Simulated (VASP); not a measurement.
Write the native input for VASP 6.6.1 that does the following.

| Quantity | Value |
| --- | --- |
| Task | single point |
| Functional | PBE |
| Potentials or basis | VASP PAW PBE potentials, release 64 (O, H, S) |
| Cutoff | 520 eV |
| k mesh | 1 × 1 × 1 |
| Occupations | fermi-dirac, width 0.002 eV |
| Spin | no spin polarisation |
| Dipole correction | no |
| Further INCAR settings | LREAL = Auto; ALGO = Normal; EDIFF = 1e-07; NBANDS = 44 |

The structure of H14SO6 lies in POSCAR:

```
H14SO6
1.0
    6.0000000000      0.0000000000      0.0000000000
    0.0000000000      6.0000000000      0.0000000000
    0.0000000000      0.0000000000      6.0000000000
O H S
6 14 1
Direct
    0.7298500000      0.8940000000      0.8512666667
    0.3672666667      1.1225833333      0.7125833333
    0.9496000000      0.1954333333      0.5338333333
    0.1159333333      0.7521500000     -0.2328666667
    0.2351333333      0.4036666667      0.0293666667
    0.7066833333      0.2179500000      0.1822666667
    0.6054833333      0.9130166667      0.7460333333
    0.6934333333      0.9808666667      0.9900333333
    0.3062833333      1.1880333333      0.5711166667
    0.2577166667      1.0098000000      0.7792666667
    0.8212333333      0.1530166667      0.6239333333
    0.9923833333      0.3507333333      0.5610833333
    0.1175333333      0.6452500000     -0.1158166667
   -0.0386500000      0.8141166667     -0.2147333333
    0.3768333333      0.3773333333      0.1169500000
    0.3106500000      0.3280333333     -0.1137166667
    0.5692000000      0.1475833333      0.2457333333
    0.8406666667      0.1839166667      0.2718500000
    0.4250500000      0.8070000000      0.4623000000
    0.6688000000      0.7300500000      0.2479666667
    0.5818333333      0.6529333333      0.4454833333
```

The cell was built by a generator and needn't be a form met in nature.

One way to write it, as run:

INCAR

```
SYSTEM = H14SO6
PREC     = Accurate       ! precision mode
ENCUT    = 520            ! plane-wave cutoff, eV
EDIFF    = 1E-7           ! SCF threshold, eV
ISMEAR   = -1             ! smearing method
SIGMA    = 0.002          ! smearing width, eV
LREAL    = Auto         
LASPH    = .TRUE.         ! aspherical terms in the spheres
NELM     = 100            ! most SCF steps
ALGO     = Normal         ! electronic algorithm
ISIF     = 2              ! what is computed and relaxed
LWAVE    = .FALSE.        ! write WAVECAR
LCHARG   = .TRUE.         ! write CHGCAR
GGA      = PE             ! functional
LELF     = .TRUE.         ! ELF
LVHAR    = .TRUE.       
NBANDS   = 44             ! bands
```

KPOINTS

```
regular mesh
0
G
  1 1 1
  0 0 0
```

Potentials or basis: VASP PAW PBE potentials, release 64 (O, H, S).

Run with:

```sh
$ cat potpaw_PBE.64/O/POTCAR potpaw_PBE.64/H/POTCAR potpaw_PBE.64/S/POTCAR > POTCAR
$ mpirun -np 1 vasp_gam > vasp.out
```

Results of the run:

```json
{
 "Pressure": "0.9 GPa",
 "Largest force": "3.271 eV/Å",
 "Band gap on the k mesh": "3.59 eV, direct"
}
```

It took 39 s on 1 thread of Intel(R) Xeon(R) Platinum 8488C (Sapphire Rapids) (shared host), peak memory 0.29 GiB.
